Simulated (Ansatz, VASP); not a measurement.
# SrAlO: VASP beside Ansatz

```
Sr Al O
1.0
     3.65237    0.00000    0.00000
    -1.82618    3.16304    0.00000
     0.00000    0.00000    5.25059
Sr Al O
1 1 1
Direct
  0.66667 0.33333 0.00000
  0.33333 0.66667 0.50000
  0.00000 0.00000 0.50000
```

Change from the starting cell: species swapped into the GdAlGa type (P-6m2, No. 187).

Alike in both runs: functional PBE; k mesh 12 × 12 × 14; occupations gaussian, width 0.1 eV; no spin polarisation.

Ansatz relaxed the structure, and its values are those at the end. VASP's run is a single point on that final structure, the one shown.

```csv
,VASP,Ansatz
version,VASP 6.6.1,Ansatz 0.2.0
potentials or method,"VASP PAW PBE potentials, release 64 (Sr_sv, Al, O)","scalar-relativistic, plane waves, PAW"
plane-wave cutoff (eV),520,420
valence electrons in the cell,19,19
```

|  | VASP | Ansatz | Ansatz less VASP |
| --- | --- | --- | --- |
| gap on the k mesh at the Fermi level (eV) | none | none | - |
| pressure (GPa) | 0.0 | 0.0 | -0.04 |

A gap of «none» marks a metal or a gap that the smearing closes.

Caveats: an odd number of electrons without spin polarisation forces a metal; a magnetic or distorted state may lie lower.
